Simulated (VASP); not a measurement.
Computed with AM05 GGA, VASP's PBE PAW potentials (set 64) (plane waves; VASP).

Input for VASP

File KPOINTS:
```
Automatic
0
gamma
8 8 8
0 0 0
```

**POSCAR**
```
Sr
1
    0.0000000000     3.0152111886     3.0152111886
    3.0152111886     0.0000000000     3.0152111886
    3.0152111886     3.0152111886     0.0000000000
Sr
1
Direct
  0.0000000000   0.0000000000   0.0000000000
```

**INCAR**
```
! general
SYSTEM   =  Sr
PREC     =  Accurate
ENCUT    =  520
LREAL    =  .FALSE.
LASPH    =  .TRUE.   ! aspherical one-centre terms

! electronic loop
EDIFF    =  1E-7   ! SCF stop (eV)
NELM     =  100
ALGO     =  Normal
LMAXMIX  =  4

! smearing
ISMEAR   =  0   ! Gaussian
SIGMA    =  0.05   ! width (eV)

! functional
GGA      =  AM   ! AM05

! ions
ISIF     =  2   ! forces and stress, cell fixed

! output
LWAVE    =  .FALSE.
LCHARG   =  .FALSE.
```

POTCAR, in this order: Sr_sv (PBE.64 set). Program: vasp_std.

Question: Estimate the energy per atom (σ→0), band gap (on the k-mesh).

Answer: 
```
Quantity                                                    Result
------------------------  ----------------------------------------
energy per atom (σ→0)                               -1.689 eV/atom
band gap (on the k-mesh)  none (metal, semimetal or under 0.01 eV)
```

**OSZICAR**
```
...
DAV:   7    -0.168994616577E+01    0.28844E-02   -0.13823E-02   587   0.154E+00    0.303E-01
DAV:   8    -0.168990045598E+01    0.45710E-04   -0.20486E-03   797   0.269E-01    0.141E-01
DAV:   9    -0.168991900096E+01   -0.18545E-04   -0.22909E-05   763   0.554E-02    0.391E-02
DAV:  10    -0.168993033789E+01   -0.11337E-04   -0.12664E-05   678   0.419E-02    0.352E-02
DAV:  11    -0.168992980053E+01    0.53736E-06   -0.61030E-07   828   0.780E-03    0.815E-03
DAV:  12    -0.168992953575E+01    0.26478E-06   -0.85476E-08   449   0.302E-03    0.462E-03
DAV:  13    -0.168992956774E+01   -0.31991E-07   -0.13295E-08   337   0.923E-04
   1 F= -.16899296E+01 E0= -.16893462E+01  d E =-.116675E-02
```

The compound is Sr in the fcc structure. This cell is one point of a volume scan, at 1.03 of the reference volume.
